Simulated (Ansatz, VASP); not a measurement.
# Cross-check of TlS4Br between VASP and Ansatz

Wanted: the spread between two codes on one cell, functional and k mesh. The cell is generated by rule, not measured, and may not be a known phase. The cell is taken from a series of runs on this material, whose earlier steps may have relaxed, scaled, displaced or heated it; both programs get it as it stands.

Calculated with Ansatz 0.2.0; plane waves, with VASP 6.6.1 beside it; zone-centre phonons at PBEsol.

The structure was built from a prototype and need not be the compound's stable phase.

### Step 1. Set-up

Symmetry: F-43m, No. 216, cubic system. Conventional cell: a = 9.357 Å, b = 9.357 Å, c = 9.357 Å, α = 90.00°, β = 90.00°, γ = 90.00°. Nearest to Tl lie 12 S at 3.82 Å. Nearest to Br lie 4 S at 2.52 Å. Nearest to S lie 3 S at 2.51 Å and 1 Br at 2.52 Å. Farther neighbours and most contacts between anions are not listed.

### Step 2. VASP: zone-centre phonons, PBEsol

Second derivatives magnify differences that forces hide, and they need a tight electronic threshold.

Lines of VASP's logs that name or quote its potential files are left out, and so is its time.

INCAR reads:

```
SYSTEM = TlS4Br
PREC = Accurate
ENCUT = 500
EDIFF = 1E-08
NELM = 120
ISMEAR = 1
SIGMA = 0.2
LREAL = .FALSE.
ALGO = Normal
GGA = PS
NBANDS = 28
LORBIT = 11
LWAVE = .FALSE.
LCHARG = .FALSE.
ISIF = 2
IBRION = 8
LASPH = .TRUE.
GGA_COMPAT = .FALSE.
KPAR = 2
```

POSCAR reads:

```
TlS4Br
1.0
    0.0000000000      4.6786404278      4.6786404278
    4.6786404278      0.0000000000      4.6786404278
    4.6786404278      4.6786404278      0.0000000000
Tl Br S
1 1 4
Direct
    0.5000000000      0.5000000000      0.5000000000
    0.0000000000      0.0000000000      0.0000000000
    0.1552696917      0.1552696917      0.1552696917
    0.5341909248      0.1552696917      0.1552696917
    0.1552696917      0.1552696917      0.5341909248
    0.1552696917      0.5341909248      0.1552696917
```

KPOINTS reads:

```
Automatic mesh
0
Gamma
8 8 8
0 0 0
```

Potentials, in the order of the species: Tl_d, Br and S (PBE family, release 64).

Command:

```console
> mpirun -np 2 vasp_std
```

Numbers of over 12 decimals in the logs are rounded to 6 here.

Output:

```text
[banner, memory and clock lines left out]
running    2 mpi-ranks, on    1 nodes
 distrk:  each k-point on    1 cores,    2 groups
 distr:  one band on    1 cores,    1 groups

 POSCAR found type information on POSCAR TlBrS
 POSCAR found :  3 types and       6 ions
|                                                                             |
|               ----> ADVICE to this user running VASP <----                  |
|                                                                             |
|     You enforced a specific xc type in the INCAR file but a different       |
|     [... a line on the potential file left out ...]
|     I HOPE YOU KNOW WHAT YOU ARE DOING!                                     |
|                                                                             |

 LDA part: xc-table for (Slater+PW92), standard interpolation
 POSCAR, INCAR and KPOINTS ok, starting setup
 FFT: planning ... GRIDC
 FFT: planning ... GRID_SOFT
 FFT: planning ... GRID
 WAVECAR not read
 entering main loop
       N       E                     dE             d eps       ncg     rms          rms(c)
DAV:   1     0.258967063345E+03    0.25897E+03   -0.18539E+04  1624   0.128E+03
DAV:   2     0.538212487672E+01   -0.25358E+03   -0.24625E+03  2060   0.245E+02
DAV:   3    -0.175898672842E+02   -0.22972E+02   -0.22610E+02  1960   0.700E+01
DAV:   4    -0.181716110485E+02   -0.58174E+00   -0.56660E+00  2124   0.113E+01
DAV:   5    -0.181896121941E+02   -0.18001E-01   -0.17908E-01  1996   0.184E+00    0.191E+01
DAV:   6    -0.177002862069E+02    0.48933E+00   -0.11062E+00  2044   0.473E+00    0.115E+01
DAV:   7    -0.176044209375E+02    0.95865E-01   -0.50218E-01  2080   0.334E+00    0.349E+00
DAV:   8    -0.176067135196E+02   -0.22926E-02   -0.92890E-02  2028   0.144E+00    0.714E-01
DAV:   9    -0.176054107637E+02    0.13028E-02   -0.12577E-02  1884   0.678E-01    0.404E-01
DAV:  10    -0.176067936598E+02   -0.13829E-02   -0.31741E-03  2008   0.306E-01    0.246E-01
DAV:  11    -0.176071231239E+02   -0.32946E-03   -0.98985E-04  2068   0.192E-01    0.785E-02
DAV:  12    -0.176072379887E+02   -0.11486E-03   -0.17193E-04  1780   0.733E-02    0.209E-02
DAV:  13    -0.176072707159E+02   -0.32727E-04   -0.30864E-05  1900   0.325E-02    0.150E-02
DAV:  14    -0.176072712080E+02   -0.49215E-06   -0.72492E-06  1748   0.152E-02    0.794E-03
DAV:  15    -0.176072710473E+02    0.16076E-06   -0.12875E-06  2048   0.794E-03    0.192E-03
DAV:  16    -0.176072709840E+02    0.63260E-07   -0.15974E-07  1768   0.227E-03    0.955E-04
DAV:  17    -0.176072709488E+02    0.35182E-07   -0.65673E-08  1560   0.172E-03    0.243E-04
DAV:  18    -0.176072709422E+02    0.66348E-08   -0.33611E-09  1264   0.292E-04
   1 F= -.17607271E+02 E0= -.17600750E+02  d E =-.195620E-01
 Linear response reoptimize wavefunctions to high precision
DAV:   1    -0.176072709394E+02    0.27762E-08   -0.98697E-10  1196   0.159E-04
DAV:   2    -0.176072709393E+02    0.10186E-09   -0.18833E-10  1020   0.725E-05
DAV:   3    -0.176072709395E+02   -0.12142E-09   -0.44863E-11  1060   0.337E-05
 Linear response DOF=           3
 Linear response progress:
  Degree of freedom:   1/  3
       N       E                     dE             d eps       ncg     rms          rms(c)
RMM:   1    -0.347085426843E+00   -0.34709E+00   -0.26241E-01  9199   0.230E+00
RMM:   2    -0.348531751896E+00   -0.14463E-02   -0.35547E-03  8423   0.298E-01    0.315E-02
RMM:   3    -0.348412808674E+00    0.11894E-03   -0.17601E-04  9622   0.562E-02    0.212E-02
RMM:   4    -0.348354567560E+00    0.58241E-04   -0.20532E-05  9485   0.176E-02    0.105E-02
RMM:   5    -0.348228428027E+00    0.12614E-03   -0.49999E-06  9615   0.101E-02    0.344E-03
RMM:   6    -0.348186381134E+00    0.42047E-04   -0.15201E-06  9425   0.532E-03    0.141E-03
RMM:   7    -0.348202357034E+00   -0.15976E-04   -0.27523E-07  8783   0.169E-03    0.467E-04
RMM:   8    -0.348211415857E+00   -0.90588E-05   -0.64312E-08  9512   0.852E-04    0.137E-04
RMM:   9    -0.348212676919E+00   -0.12611E-05   -0.15774E-08 10103   0.288E-04    0.688E-05
RMM:  10    -0.348212523376E+00    0.15354E-06   -0.17708E-08  9228   0.173E-04    0.218E-05
RMM:  11    -0.348212379113E+00    0.14426E-06   -0.14512E-08 10400   0.927E-05    0.981E-06
RMM:  12    -0.348212323112E+00    0.56001E-07   -0.85268E-09 10264   0.773E-05    0.319E-06
RMM:  13    -0.348212330133E+00   -0.70210E-08   -0.89154E-09 10606   0.678E-05    0.150E-06
 first order change of Fermi-energy   0.21029E-04
 force on displaced ion       1 direction 1 :   0.784  -0.000   0.000
 Linear response progress:
  Degree of freedom:   2/  3
       N       E                     dE             d eps       ncg     rms          rms(c)
RMM:   1    -0.148262204835E+00   -0.14826E+00    0.77037E-02 12497   0.144E+00
RMM:   2    -0.145403542055E+00    0.28587E-02   -0.61755E-03  8083   0.330E-01    0.276E-01
RMM:   3    -0.145447053842E+00   -0.43512E-04   -0.37673E-04  8619   0.686E-02    0.148E-01
RMM:   4    -0.145317019632E+00    0.13003E-03   -0.20634E-04  8687   0.429E-02    0.104E-01
RMM:   5    -0.145338600407E+00   -0.21581E-04   -0.65756E-05  8661   0.277E-02    0.126E-02
RMM:   6    -0.145344704361E+00   -0.61040E-05   -0.60451E-06  9172   0.747E-03    0.317E-03
RMM:   7    -0.145344717374E+00   -0.13014E-07   -0.65422E-07  9373   0.201E-03    0.794E-04
RMM:   8    -0.145347066092E+00   -0.23487E-05    0.36593E-08  9316   0.977E-04    0.262E-04
RMM:   9    -0.145347978816E+00   -0.91272E-06    0.32834E-08  9000   0.456E-04    0.978E-05
RMM:  10    -0.145348264381E+00   -0.28557E-06   -0.12306E-08  9505   0.213E-04    0.459E-05
RMM:  11    -0.145348414037E+00   -0.14966E-06   -0.21374E-08  9929   0.112E-04    0.139E-05
RMM:  12    -0.145348408676E+00    0.53607E-08   -0.37245E-08 10310   0.729E-05    0.566E-06
 first order change of Fermi-energy  -0.50521E-03
 force on displaced ion       2 direction 1 :  -2.215  -0.000  -0.000
 Linear response progress:
  Degree of freedom:   3/  3
       N       E                     dE             d eps       ncg     rms          rms(c)
RMM:   1    -0.115951135054E+00   -0.11595E+00   -0.35083E-02 18589   0.149E+00
RMM:   2    -0.110909544941E+00    0.50416E-02   -0.61018E-03 12600   0.327E-01    0.280E-01
RMM:   3    -0.111613441209E+00   -0.70390E-03   -0.29933E-03 12914   0.168E-01    0.216E-01
RMM:   4    -0.110713767445E+00    0.89967E-03   -0.84761E-04 12911   0.963E-02    0.111E-01
RMM:   5    -0.110930683802E+00   -0.21692E-03   -0.55027E-05 13812   0.369E-02    0.315E-02
RMM:   6    -0.110962000309E+00   -0.31317E-04   -0.37447E-06 14719   0.104E-02    0.119E-02
RMM:   7    -0.110963817029E+00   -0.18167E-05    0.65519E-07 14698   0.473E-03    0.275E-03
RMM:   8    -0.110963246984E+00    0.57004E-06   -0.12132E-06 15164   0.166E-03    0.166E-03
RMM:   9    -0.110965105007E+00   -0.18580E-05   -0.11731E-06 14759   0.122E-03    0.564E-04
RMM:  10    -0.110965884642E+00   -0.77963E-06   -0.32971E-07 14630   0.606E-04    0.211E-04
RMM:  11    -0.110966091250E+00   -0.20661E-06   -0.16256E-07 14278   0.403E-04    0.597E-05
RMM:  12    -0.110966355386E+00   -0.26414E-06   -0.15008E-07 16030   0.151E-04    0.309E-05
RMM:  13    -0.110966407489E+00   -0.52103E-07    0.15851E-07 15563   0.105E-04    0.867E-06
RMM:  14    -0.110966377487E+00    0.30003E-07   -0.55372E-08 16907   0.836E-05    0.422E-06
RMM:  15    -0.110966369472E+00    0.80148E-08   -0.71780E-08 16595   0.789E-05    0.164E-06
 first order change of Fermi-energy   0.48822E+00
 force on displaced ion       3 direction 1 :   2.993  -0.040  -0.040
 Linear response finished
```

From OUTCAR (step 2):

```text
ion  position               nearest neighbor table
   1  0.500  0.500  0.500-
   2  0.000  0.000  0.000-   3 2.52   4 2.52   5 2.52   6 2.52
   3  0.155  0.155  0.155-   4 2.51   5 2.51   6 2.51   2 2.52
   4  0.534  0.155  0.155-   3 2.51   5 2.51   6 2.51   2 2.52
   5  0.155  0.155  0.534-   3 2.51   4 2.51   6 2.51   2 2.52
   6  0.155  0.534  0.155-   3 2.51   4 2.51   5 2.51   2 2.52

  LATTYP: Found a face centered cubic cell.
 ALAT       =     9.3572808556

 Subroutine GETGRP returns: Found 24 space group operations
 (whereof 24 operations were pure point group operations)

The static configuration has the point symmetry T_d .

 Found     29 irreducible k-points:

   k-points           NKPTS =     29   k-points in BZ     NKDIM =     29   number of bands    NBANDS=     28

   dimension x,y,z NGX =    48 NGY =   48 NGZ =   48
   dimension x,y,z NGXF=    96 NGYF=   96 NGZF=   96

   ENCUT  =  500.0 eV  36.75 Ry    6.06 a.u.  12.06 12.06 12.06*2*pi/ulx,y,z

   NELECT =      44.0000    total number of electrons

 k-points in reciprocal lattice and weights: Automatic mesh
   0.00000000  0.00000000  0.00000000       0.002
   0.12500000  0.00000000  0.00000000       0.016
   0.25000000  0.00000000  0.00000000       0.016
   0.37500000  0.00000000  0.00000000       0.016
   0.50000000  0.00000000  0.00000000       0.008
   0.12500000  0.12500000  0.00000000       0.012
   0.25000000  0.12500000  0.00000000       0.047
   0.37500000  0.12500000  0.00000000       0.047
   0.50000000  0.12500000  0.00000000       0.047
[...]
-0.37500000  0.50000000  0.12500000       0.023
  -0.25000000  0.50000000  0.25000000       0.012

 average (electrostatic) potential at core
       1 -87.9111       2 -65.4573       3 -90.4079       4 -90.4079       5 -90.4079
       6 -90.4079

  Total       -0.0121651     -0.0121651     -0.0121651      0.0000000      0.0000000     -0.0000000
  in kB       -0.0951564     -0.0951564     -0.0951564      0.0000000      0.0000000     -0.0000000
  external PRESSURE =      -0.0951564 kB  Pullay stress =       0.0000000 kB

  energy-cutoff  :      500.00
  volume of cell :      204.83
      direct lattice vectors                 reciprocal lattice vectors
     0.000000000  4.678640428  4.678640428    -0.106868653  0.106868653  0.106868653
[...]
0.00000      0.00000      0.00000         0.000000      0.000000      0.000000
      1.45290      1.45290      1.45290         0.007952      0.007952      0.007952
      1.45290      3.22574      3.22574         0.007952     -0.007952     -0.007952
      3.22574      3.22574      1.45290        -0.007952     -0.007952      0.007952
      3.22574      1.45290      3.22574        -0.007952      0.007952     -0.007952
 -----------------------------------------------------------------------------------
    total drift:                                0.000001      0.000001      0.000001

 Eigenvectors and eigenvalues of the dynamical matrix
 ----------------------------------------------------

   1 f  =    9.482900 THz    59.582817 2PiTHz  316.315491 cm-1    39.218105 meV
             X         Y         Z           dx          dy          dz
      4.678640  4.678640  4.678640     0.000000   -0.000000   -0.000000
      0.000000  0.000000  0.000000    -0.000000    0.000000    0.000000
      1.452902  1.452902  1.452902     0.288675    0.288675    0.288675
      1.452902  3.225738  3.225738     0.288675   -0.288675   -0.288675
      3.225738  3.225738  1.452902    -0.288675   -0.288675    0.288675
      3.225738  1.452902  3.225738    -0.288675    0.288675   -0.288675

   2 f  =    3.535019 THz    22.211176 2PiTHz  117.915525 cm-1    14.619655 meV
             X         Y         Z           dx          dy          dz
      4.678640  4.678640  4.678640    -0.022432   -0.085826    0.012491
      0.000000  0.000000  0.000000     0.206960    0.791846   -0.115243
      1.452902  1.452902  1.452902    -0.025696   -0.251558    0.098727
      1.452902  3.225738  3.225738    -0.108742   -0.276960    0.073325
      3.225738  3.225738  1.452902    -0.011551   -0.237413   -0.023866
      3.225738  1.452902  3.225738    -0.122887   -0.262815    0.001536

   3 f  =    3.535019 THz    22.211176 2PiTHz  117.915525 cm-1    14.619655 meV
             X         Y         Z           dx          dy          dz
      4.678640  4.678640  4.678640     0.043737   -0.000053    0.078182
      0.000000  0.000000  0.000000    -0.403522    0.000487   -0.721321
      1.452902  1.452902  1.452902     0.086824   -0.069190    0.209546
      1.452902  3.225738  3.225738     0.175299   -0.019661    0.259074
      3.225738  3.225738  1.452902     0.175359    0.019345    0.259015
      3.225738  1.452902  3.225738     0.086764    0.068873    0.209486

   4 f  =    3.535019 THz    22.211176 2PiTHz  117.915525 cm-1    14.619655 meV
             X         Y         Z           dx          dy          dz
      4.678640  4.678640  4.678640     0.074895   -0.025675   -0.041915
      0.000000  0.000000  0.000000    -0.690993    0.236882    0.386716
      1.452902  1.452902  1.452902     0.262700   -0.095611   -0.153472
      1.452902  3.225738  3.225738     0.186160   -0.010799   -0.068659
      3.225738  3.225738  1.452902     0.215235   -0.143077   -0.097734
      3.225738  1.452902  3.225738     0.233625   -0.058264   -0.182547

   5 f  =    0.012050 THz     0.075710 2PiTHz    0.401930 cm-1     0.049833 meV
             X         Y         Z           dx          dy          dz
      4.678640  4.678640  4.678640    -0.671753    0.225153   -0.002274
      0.000000  0.000000  0.000000    -0.414131    0.138805   -0.001402
      1.452902  1.452902  1.452902    -0.262730    0.087893   -0.001014
      1.452902  3.225738  3.225738    -0.262855    0.088268   -0.000639
      3.225738  3.225738  1.452902    -0.262729    0.087894   -0.000765
      3.225738  1.452902  3.225738    -0.262856    0.088269   -0.001140

   6 f  =    0.012050 THz     0.075710 2PiTHz    0.401930 cm-1     0.049833 meV
             X         Y         Z           dx          dy          dz
      4.678640  4.678640  4.678640    -0.200706   -0.595510    0.327164
      0.000000  0.000000  0.000000    -0.123734   -0.367127    0.201694
      1.452902  1.452902  1.452902    -0.078592   -0.232931    0.127765
      1.452902  3.225738  3.225738    -0.078442   -0.232818    0.127877
      3.225738  3.225738  1.452902    -0.078775   -0.233113    0.128210
      3.225738  1.452902  3.225738    -0.078259   -0.233001    0.128098

   7 f  =    0.012050 THz     0.075710 2PiTHz    0.401930 cm-1     0.049833 meV
             X         Y         Z           dx          dy          dz
      4.678640  4.678640  4.678640     0.102059    0.310846    0.628419
      0.000000  0.000000  0.000000     0.062919    0.191634    0.387415
      1.452902  1.452902  1.452902     0.040188    0.121808    0.245955
      1.452902  3.225738  3.225738     0.039664    0.121751    0.245898
      3.225738  3.225738  1.452902     0.039837    0.121457    0.245725
      3.225738  1.452902  3.225738     0.040015    0.121400    0.245782

   8 f/i=    1.330849 THz     8.361971 2PiTHz   44.392345 cm-1     5.503947 meV
             X         Y         Z           dx          dy          dz
      4.678640  4.678640  4.678640     0.113243   -0.689223   -0.011881
      0.000000  0.000000  0.000000    -0.053212    0.323860    0.005583
      1.452902  1.452902  1.452902    -0.035104    0.310480    0.018781
      1.452902  3.225738  3.225738    -0.067697    0.315744    0.024045
      3.225738  3.225738  1.452902    -0.035656    0.309927   -0.007996
      3.225738  1.452902  3.225738    -0.067145    0.315192   -0.013260

   9 f/i=    1.330849 THz     8.361971 2PiTHz   44.392345 cm-1     5.503947 meV
             X         Y         Z           dx          dy          dz
      4.678640  4.678640  4.678640     0.688398    0.113698   -0.034277
      0.000000  0.000000  0.000000    -0.323472   -0.053426    0.016107
      1.452902  1.452902  1.452902    -0.314307   -0.066812   -0.003086
      1.452902  3.225738  3.225738    -0.310615   -0.034809    0.028917
      3.225738  3.225738  1.452902    -0.315901   -0.068405    0.034203
      3.225738  1.452902  3.225738    -0.309021   -0.036403    0.002200

  10 f/i=    1.330849 THz     8.361971 2PiTHz   44.392345 cm-1     5.503947 meV
             X         Y         Z           dx          dy          dz
      4.678640  4.678640  4.678640    -0.035753    0.006151   -0.697623
      0.000000  0.000000  0.000000     0.016800   -0.002890    0.327807
      1.452902  1.452902  1.452902     0.032301    0.014255    0.317336
      1.452902  3.225738  3.225738     0.000155    0.012593    0.315674
      3.225738  3.225738  1.452902    -0.000131   -0.018177    0.315960
      3.225738  1.452902  3.225738     0.032587   -0.019839    0.317622

  11 f/i=    2.796180 THz    17.568917 2PiTHz   93.270525 cm-1    11.564066 meV
             X         Y         Z           dx          dy          dz
      4.678640  4.678640  4.678640     0.000000   -0.000000    0.000000
      0.000000  0.000000  0.000000     0.000000    0.000000   -0.000000
      1.452902  1.452902  1.452902    -0.242523    0.245630   -0.003107
      1.452902  3.225738  3.225738     0.242523   -0.257398    0.499921
      3.225738  3.225738  1.452902    -0.254291    0.257398    0.003107
      3.225738  1.452902  3.225738     0.254291   -0.245630   -0.499921

  12 f/i=    2.796180 THz    17.568917 2PiTHz   93.270525 cm-1    11.564066 meV
             X         Y         Z           dx          dy          dz
      4.678640  4.678640  4.678640    -0.000000   -0.000000    0.000000
      0.000000  0.000000  0.000000    -0.000000   -0.000000   -0.000000
      1.452902  1.452902  1.452902    -0.435806    0.116003    0.319803
      1.452902  3.225738  3.225738     0.435806    0.427422    0.008384
      3.225738  3.225738  1.452902     0.107619   -0.427422   -0.319803
      3.225738  1.452902  3.225738    -0.107619   -0.116003   -0.008384

  13 f/i=    2.796180 THz    17.568917 2PiTHz   93.270525 cm-1    11.564066 meV
             X         Y         Z           dx          dy          dz
      4.678640  4.678640  4.678640     0.000000    0.000000    0.000000
      0.000000  0.000000  0.000000    -0.000000   -0.000000   -0.000000
      1.452902  1.452902  1.452902     0.035434   -0.419773    0.384339
      1.452902  3.225738  3.225738    -0.035434   -0.032500   -0.002934
      3.225738  3.225738  1.452902    -0.416838    0.032500   -0.384339
      3.225738  1.452902  3.225738     0.416838    0.419773    0.002934
    [... 43 further lines ...]
      3.225738  3.225738  1.452902     0.245291    0.321941   -0.487868
      3.225738  1.452902  3.225738    -0.206136   -0.246611    0.080683

 ELASTIC MODULI CONTR FROM IONIC RELAXATION (kBar)
 Direction    XX          YY          ZZ          XY          YZ          ZX
 --------------------------------------------------------------------------------
 XX         -48.9900    -48.9900    -48.9900     -0.0000      0.0000     -0.0000
 YY         -48.9900    -48.9900    -48.9900      0.0000     -0.0000     -0.0000
 ZZ         -48.9900    -48.9900    -48.9900      0.0000      0.0000     -0.0000
 XY          -0.0000      0.0000      0.0000   -255.3202     -0.0000      0.0000
 YZ           0.0000     -0.0000      0.0000     -0.0000   -255.3202     -0.0000
 ZX          -0.0000     -0.0000     -0.0000      0.0000     -0.0000   -255.3202
 --------------------------------------------------------------------------------
```

(Continued in part 2 of 2.)

[Lines on the potential files, build, host, timing and source positions are cut from VASP's logs without a mark.]

[Logs are printed without paths, hosts, clocks, repeated set-up lines and the standing remarks that a program may print on its own settings, such as how far it seeks lower states.]

[Hosts, paths, dates, database ids (printed as entryN), source tags and the programs' standing remarks are cut or masked in the printed files.]
